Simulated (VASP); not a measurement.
MgSi under changes of volume

One of the cells (17.702 Å³/atom); the others are scaled copies at fixed shape and fractional positions:

```
Si Mg
1.0
     2.92766    0.00000    0.00000
     0.00000    2.92766    0.00000
     0.00000    0.00000    4.13060
Si Mg
1 1
Direct
  0.50000 0.50000 0.50000
  0.00000 0.00000 0.00000
```

The cell comes from a database or a generator and needn't be the stable form of this composition.

```yaml
Program: VASP 6.6.1
Functional: PBEsol
Potentials_or_basis: VASP PAW PBE potentials, release 64 (Si, Mg)
Cutoff: 520 eV
k_mesh: 9 × 9 × 7
Occupations: fermi-dirac, width 0.05 eV
Spin: no spin polarisation
```

| volume (Å³/atom) | energy over the lowest point (meV/atom) | pressure (GPa) |
| --- | --- | --- |
| 16.314 | ? | ? |
| 16.661 | 0.92 | 1.1 |
| 17.008 | 0.00 | -0.3 |
| 17.702 | 6.64 | -2.7 |
| 18.049 | 13.66 | -3.7 |
| 18.396 | 22.81 | -4.6 |

What does the run at 16.314 Å³/atom give?

Energy over the lowest point 5.08 meV/atom; pressure 2.7 GPa.

Worked out: A Birch-Murnaghan fit of order 3 (a polynomial in V^(-2/3)) to the other rows has its minimum at 16.94 Å³/atom with B0 = V·E''(V) = 67 GPa and B' = 4.1 at fixed shape and positions, which overstates the stiffness. It gives 5.09 meV/atom at 16.314 Å³/atom, against the run's 5.08, and -dE/dV = 2.7 GPa, against 2.7.

Energies are extrapolated to zero smearing.

Caveats: the PAW data sets were made with another functional, which shifts forces and pressure a little.
